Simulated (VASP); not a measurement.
Output of a VASP run:

### OSZICAR
```
       N       E                     dE             d eps       ncg     rms          rms(c)
DAV:   1     0.912759218976E+02    0.91276E+02   -0.10604E+04  2759   0.266E+03
DAV:   2    -0.900805752306E+01   -0.10028E+03   -0.97864E+02  2611   0.346E+02
DAV:   3    -0.133703481295E+02   -0.43623E+01   -0.43475E+01  2968   0.789E+01
DAV:   4    -0.134323778537E+02   -0.62030E-01   -0.62021E-01  3347   0.868E+00
DAV:   5    -0.134339365202E+02   -0.15587E-02   -0.15587E-02  3181   0.115E+00    0.109E+01
DAV:   6    -0.137493412148E+02   -0.31540E+00   -0.16851E+01  2913   0.597E+01    0.859E+00
DAV:   7    -0.124874469205E+02    0.12619E+01   -0.64397E+00  2688   0.449E+01    0.263E+00
DAV:   8    -0.124422019579E+02    0.45245E-01   -0.20771E-01  3327   0.562E+00    0.632E-01
DAV:   9    -0.124365234229E+02    0.56785E-02   -0.13700E-02  3658   0.205E+00    0.110E-01
DAV:  10    -0.124362759748E+02    0.24745E-03   -0.39792E-04  3273   0.297E-01    0.632E-02
DAV:  11    -0.124362535703E+02    0.22405E-04   -0.59116E-05  3322   0.135E-01    0.105E-02
DAV:  12    -0.124362534388E+02    0.13151E-06   -0.34535E-06  2791   0.340E-02
   1 F= -.85797206E+01 E0= -.85801291E+01  d E =-.857972E+01
       N       E                     dE             d eps       ncg     rms          rms(c)
DAV:   1    -0.142977663765E+02   -0.18615E+01   -0.29802E+01  2520   0.106E+02    0.120E+01
DAV:   2    -0.130795399438E+02    0.12182E+01   -0.13800E+01  2548   0.721E+01    0.656E+00
DAV:   3    -0.122672919503E+02    0.81225E+00   -0.54826E+00  2759   0.470E+01    0.358E+00
DAV:   4    -0.120368797598E+02    0.23041E+00   -0.50989E-01  3063   0.113E+01    0.902E-01
DAV:   5    -0.120126870598E+02    0.24193E-01   -0.23556E-02  3486   0.224E+00    0.224E-01
DAV:   6    -0.120122288915E+02    0.45817E-03   -0.14814E-03  3355   0.662E-01    0.581E-02
DAV:   7    -0.120122322428E+02   -0.33513E-05   -0.76499E-05  3499   0.129E-01    0.116E-02
DAV:   8    -0.120122317671E+02    0.47570E-06   -0.53132E-06  2759   0.403E-02
   2 F= -.85037580E+01 E0= -.85041428E+01  d E =0.759626E-01
       N       E                     dE             d eps       ncg     rms          rms(c)
DAV:   1    -0.134131568044E+02   -0.14009E+01   -0.15175E+01  2541   0.877E+01    0.761E+00
DAV:   2    -0.130081624546E+02    0.40499E+00   -0.78683E+00  2576   0.458E+01    0.528E+00
DAV:   3    -0.124631774890E+02    0.54498E+00   -0.33042E+00  2712   0.300E+01    0.258E+00
DAV:   4    -0.123543739793E+02    0.10880E+00   -0.20116E-01  3180   0.793E+00    0.450E-01
DAV:   5    -0.123448520414E+02    0.95219E-02   -0.13146E-02  3513   0.227E+00    0.104E-01
DAV:   6    -0.123443633957E+02    0.48865E-03   -0.53216E-04  3199   0.358E-01    0.229E-02
DAV:   7    -0.123443634356E+02   -0.39887E-07   -0.21223E-05  3982   0.638E-02    0.639E-03
DAV:   8    -0.123443634395E+02   -0.39126E-08   -0.12350E-06  1860   0.209E-02
   3 F= -.85992961E+01 E0= -.85997060E+01  d E =-.195755E-01
```

File OUTCAR:
```
------------------------ aborting loop because EDIFF is reached ----------------------------------------
  FORCE on cell =-STRESS in cart. coord.  units (eV):
  Direction    XX          YY          ZZ          XY          YZ          ZX
  --------------------------------------------------------------------------------------
  Total        3.7126300      3.7126300      3.7126300     -0.0000000      0.0000000     -0.0000000
  in kB      297.4015985    297.4015985    297.4015985     -0.0000000      0.0000000     -0.0000000
  external PRESSURE =      -2.5984015 kB  Pullay stress =     300.0000000 kB
  volume of cell :       20.00
      direct lattice vectors                 reciprocal lattice vectors
     2.714457115 -0.000000000  0.000000000     0.368397789 -0.000000000 -0.000000000
     0.000000000  2.714457115  0.000000000     0.000000000  0.368397789  0.000000000
     0.000000000 -0.000000000  2.714457115    -0.000000000 -0.000000000  0.368397789
 POSITION                                       TOTAL-FORCE (eV/Angst)
 -----------------------------------------------------------------------------------
      1.35723      1.35723      1.35723         0.000000      0.000000      0.000000
      0.00000      0.00000      0.00000        -0.000000     -0.000000      0.000000
 -----------------------------------------------------------------------------------
    total drift:                               -0.000000      0.000000      0.000000
  FREE ENERGIE OF THE ION-ELECTRON SYSTEM (eV)
  ---------------------------------------------------
  free  energy   TOTEN  =       -12.3443634395 eV

  energy  without entropy=      -12.3455931034  energy(sigma->0) =      -12.34477333
  enthalpy is  TOTEN    =        -8.5992961379 eV   P V=        3.7450673016

 reached required accuracy - stopping structural energy minimisation
```
(Selected blocks of OUTCAR.)

**POSCAR**
```
CoGa
1
    2.7411246611     0.0000000000     0.0000000000
    0.0000000000     2.7411246611    -0.0000000000
   -0.0000000000     0.0000000000     2.7411246611
Ga Co
1 1
Direct
  0.5000000000   0.5000000000   0.5000000000
  0.0000000000   0.0000000000   0.0000000000
```

Q: Reconstruct the remaining input files.

A: This is not unique; one that fits is the input of the run itself, LDA (Ceperley-Alder, Perdew-Zunger), plane waves, VASP's LDA PAW potentials (set 64).

KPOINTS:
```
Automatic mesh
0
Gamma
 13 13 13
0 0 0
```

**INCAR**
```
! general
SYSTEM =CoGa
PREC   =Accurate
ENCUT  =500
LREAL  =.False.
LASPH  =.True.

! electronic loop
EDIFF  =1E-6
NELM   =100
ALGO   =Normal
LMAXMIX=4

! smearing
ISMEAR =1
SIGMA  =0.1

! ions
IBRION =2
NSW    =40
ISIF   =3
EDIFFG =-0.02
PSTRESS=300

! output
LWAVE  =.False.
LCHARG =.False.
```

POTCAR, in this order: Ga_d Co (LDA.64 set). Program: vasp_std.

Energy and stress use the plane-wave basis of the starting cell.

The compound is CoGa in the CsCl type structure. This run relaxes it under an external pressure of 30 GPa. Symmetry was kept, so distortions that lower it aren't found. The run is not spin-polarised, so no magnetic state was tried.
